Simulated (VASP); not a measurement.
# Sr (Strontium): structure and properties in VASP, part 2 of 2

Wanted: the relaxed cell of Sr (Strontium) and its properties. The start is a cell from a database of measured crystal structures.

VASP 6.6.1; PBE with D3(BJ); plane waves and PAW (Sr_sv).

So far. Step 12 (Volume scan with PBE + D3(BJ) (run 6)): The run ends at a pressure of -0.45 GPa.

## Step 13: Volume scan with PBE + D3(BJ) (run 7)

A prediction first. A parabola through the 6 pressures of evenly scaled cells so far, P = 0.01 -12.6 t +24 t² GPa with t = ln(V/V₁) and V₁ the volume at scale 1, gives -0.64 GPa at t = +0.0583.

INCAR reads:

```
SYSTEM = Sr
PREC = Accurate
ENCUT = 400
EDIFF = 1E-06
NELM = 100
ISMEAR = 1
SIGMA = 0.2
LREAL = .FALSE.
ALGO = Normal
GGA = PE
IVDW = 12
NBANDS = 11
LORBIT = 11
LWAVE = .FALSE.
LCHARG = .FALSE.
KPAR = 2
ISIF = 2
```

POSCAR reads:

```
Sr
1.0
    0.0000000000      3.0197205476      3.0197205476
    3.0197205476      0.0000000000      3.0197205476
    3.0197205476      3.0197205476      0.0000000000
Sr
1
Direct
    0.0000000000      0.0000000000      0.0000000000
```

KPOINTS reads:

```
Automatic mesh
0
Gamma
8 8 8
0 0 0
```

PAW data sets: Sr_sv (PBE family, release 64).

Launch:

```bash
$ mpirun -np 2 vasp_std
```

Wall time 10 s (2 MPI ranks of AMD EPYC 7R43, shared host); peak memory 0.27 GiB.

The pressure falls from -0.45 to -0.65 GPa. The parabola predicted -0.64 GPa, +0.01 GPa off.

## Step 14: Comparing the runs

Times are for 2 MPI ranks of AMD EPYC 7R43, shared host. The runs compared:

| no. | volume scale | energy above the lowest point (meV/atom) | pressure (GPa) | time | memory (GiB) |
| --- | --- | --- | --- | --- | --- |
| 1 | 0.94 | 7.75 | 0.8769 | 10 s | 0.27 |
| 2 | 0.96 | 3.24 | 0.5598 | 10 s | 0.27 |
| 3 | 0.98 | 0.72 | 0.2716 | 10 s | 0.26 |
| 4 | 1 | 0 | 0.009252 | 11 s | 0.27 |
| 5 | 1.02 | 0.91 | -0.2303 | 11 s | 0.27 |
| 6 | 1.04 | 3.26 | -0.4477 | 10 s | 0.27 |
| 7 | 1.06 | 6.95 | -0.6501 | 10 s | 0.27 |

## Step 15: Fit for PBE + D3(BJ)

This step: Birch-Murnaghan fit, PBE with D3(BJ); plane waves and PAW (VASP 6.6.1).

This step runs nothing: it gathers the runs above.

This step gave:

| Quantity | Value |
| --- | --- |
| pressure derivative of the bulk modulus | 4.089 |
| r.m.s. error of the fit | 3.52e-6 eV/atom |
| minimum inside the sampled range | yes |
| bulk modulus | 12.56 GPa |
| equilibrium volume of the fit | 51.88 Å³/atom |

Table of energy above the fitted minimum by volume:

| volume (Å³/atom) | energy above the fitted minimum (eV/atom) |
| --- | --- |
| 48.84 | 0.00775 |
| 49.88 | 0.00324 |
| 50.92 | 7.3e-4 |
| 51.95 | 1.3e-6 |
| 52.99 | 9.1e-4 |
| 54.03 | 0.00326 |
| 55.07 | 0.00696 |

The fitted volume lies -0.14 % from the relaxed one. At a finite cutoff and mesh the minimum of the energy and the zero of the stress don't quite coincide, and the relaxation stops at a threshold.

## Step 16: Optical spectrum (PBE + D3(BJ))

This step: PBE with D3(BJ); plane waves and PAW (Sr_sv) (VASP 6.6.1).

LOPTICS sums transitions from filled to empty bands. The mesh is finer than in the run before. NBANDS is raised for it.

Changes to INCAR since step 13:

```diff
@@ -11,3 +11,3 @@
 IVDW = 12
-NBANDS = 11
+NBANDS = 13
 LORBIT = 11
@@ -16,2 +16,4 @@
 KPAR = 2
-ISIF = 2
+LOPTICS = .TRUE.
+NEDOS = 1500
+CSHIFT = 0.1
```

POSCAR reads:

```
Sr
1.0
    0.0000000000      2.9616345354      2.9616345354
    2.9616345354      0.0000000000      2.9616345354
    2.9616345354      2.9616345354      0.0000000000
Sr
1
Direct
    0.0000000000      0.0000000000      0.0000000000
```

KPOINTS reads:

```
Automatic mesh
0
Gamma
12 12 12
0 0 0
```

Launch:

```bash
$ mpirun -np 2 vasp_std
```

Elapsed: 20 s, on 2 MPI ranks; peak memory 0.37 GiB.

These are independent-particle spectra without excitons or local fields, and fine structure depends on the mesh and on CSHIFT. The intraband (Drude) part is not in this spectrum.

This step gave:

```
SCF cycles           : 11
bands                : 13
irreducible k-points : 72
free energy (TOTEN)  : -1.837 eV
Fermi energy         : 1.798 eV
pressure             : 0.04572 GPa
```

The imaginary dielectric function, xx has structure finer than the step of the table below, so its rows give means over 0.5 eV, whole bins alone (the curve runs from 0 to 25.0 eV). Peaks (eV: height): 0.15: 106.

Table of imaginary dielectric function, xx by photon energy; means over each step:

| photon energy (eV) | imaginary dielectric function, xx |
| --- | --- |
| 0.5 | 46.5 |
| 1.0 | 25.7 |
| 1.5 | 16.7 |
| 2.0 | 8.01 |
| 2.5 | 3.97 |
| 3.0 | 2.96 |
| 3.5 | 1.76 |
| 4.0 | 0.966 |
| 4.5 | 1.66 |
| 5.0 | 1.29 |
| 5.5 | 1.63 |
| 6.0 | 1.52 |
| 6.5 | 1.21 |
| 7.0 | 0.654 |
| 7.5 | 0.268 |
| 8.0 | 0.227 |
| 8.5 | 0.241 |
| 9.0 | 0.208 |
| 9.5 | 0.153 |
| 10.0 | 0.109 |
| 10.5 | 0.0731 |
| 11.0 | 0.0546 |
| 11.5 | 0.0371 |
| 12.0 | 0.0261 |
| 12.5 | 0.0165 |
| 13.0 | 0.0126 |
| 13.5 | 0.0114 |
| 14.0 | 0.0115 |
| 14.5 | 0.0116 |
| 15.0 | 0.0125 |
| 15.5 | 0.0139 |
| 16.0 | 0.0162 |
| 16.5 | 0.0200 |
| 17.0 | 0.0265 |
| 17.5 | 0.0397 |
| 18.0 | 0.0778 |
| 18.5 | 0.504 |
| 19.0 | 1.41 |
| 19.5 | 1.46 |
| 20.0 | 1.22 |
| 20.5 | 1.11 |
| 21.0 | 1.76 |
| 21.5 | 1.65 |
| 22.0 | 1.16 |
| 22.5 | 1.28 |
| 23.0 | 1.69 |
| 23.5 | 1.89 |
| 24.0 | 1.53 |
| 24.5 | 1.01 |

Real dielectric function, xx against photon energy:

photon energy (eV), real dielectric function, xx and a bar from the least value:
```
        0        176 ##############################
        1         -1 #
        2         -7 
        3         -3 #
        4         -1 #
        5          0 #
        6         -1 #
        7          0 #
        8          0 #
        9          0 #
       10          1 #
       11          1 #
       12          1 #
       13          1 #
       14          1 #
       15          1 #
       16          1 #
       17          2 #
       18          2 #
       19          2 #
       20          1 #
       21          2 #
       22          1 #
       23          1 #
       24          0 #
```

## Step 17: What came out

```
relaxed volume                            : 51.95 Å³/atom
relaxed conventional cell a, b, c         : 5.923, 5.923, 5.923 Å
space group after relaxing, within 0.02 Å : Fm-3m (No. 225)
band gap                                  : none, a metal
DOS at the Fermi level                    : 0.0304 states/eV/cell
bulk modulus from the fit                 : 12.6 GPa
volume from the fit                       : 51.9 Å³/atom
```

What this shows: With PBE + D3(BJ), Sr (Strontium) relaxes to 51.95 Å³/atom in space group Fm-3m (held by the symmetry of the run), comes out as a metal and has a bulk modulus of 12.6 GPa. Against the listed cell the volume lies -7.7 %. Bands along the symmetry lines (PBE + D3(BJ)): Of the bands kept, 1 crosses the Fermi level on this path. Semilocal functionals usually underestimate gaps. The k-sampling is coarse for a metal, so the Fermi level, pressures and the shape of the cell carry errors. No search among competing phases was made. All values are for a static lattice at zero temperature.

[Lines on the potential files, build, host, timing and source positions are cut from VASP's logs without a mark.]

[Logs are printed without paths, hosts, clocks, repeated set-up lines and the standing remarks that a program may print on its own settings, such as how far it seeks lower states.]

[Hosts, paths, dates, database ids (printed as entryN), source tags and the programs' standing remarks are cut or masked in the printed files.]

[A measured line is paired with the nearest computed mode of its activity, which favours agreement.]
